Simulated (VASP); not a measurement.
Input:

```
CELL_PARAMETERS angstrom
      3.90410     0.00000     0.00000
     -1.95205     3.38105     0.00000
      0.00000     0.00000     4.82015
ATOMIC_POSITIONS crystal
  Na 0.33333 0.66667 0.93755
  Na 0.66667 0.33333 0.43755
  H  0.33333 0.66667 0.43745
  H  0.66667 0.33333 0.93745
```

These are PBEsol GGA, VASP's PBE PAW potentials (set 64) (plane waves; VASP) values and carry that method's errors. Numerical set-up: 400 eV cut-off, Gaussian smearing of 0.050 eV, potentials Na_pv H.

**Question.** Give the energies of bands 7 to 11 at the high-symmetry points, in eV from the valence-band maximum.

**Answer.** 
```
band      Γ      M      K      A      L      H
----  -----  -----  -----  -----  -----  -----
7     -3.50  -1.55  -0.93  -2.14  -0.85  -0.67
8     -0.03  -0.64  -0.93  -2.14  -0.85  -0.67
9      4.67   3.72   3.12   6.94   3.79   4.61
10     8.01   7.41   7.68   6.94   3.79   4.61
11    10.38   7.58   7.68  11.11   8.49   5.22
```

The gap is indirect, 3.11 eV, from the valence maximum at K-Γ at 0.67 to the conduction minimum at K.

The structure was generated: NaH was put into the wurtzite type (P6_3mc), which need not be its known phase. It was relaxed first, which changed the volume by +35 %. The relaxed cell has space group P6_3/mmc.
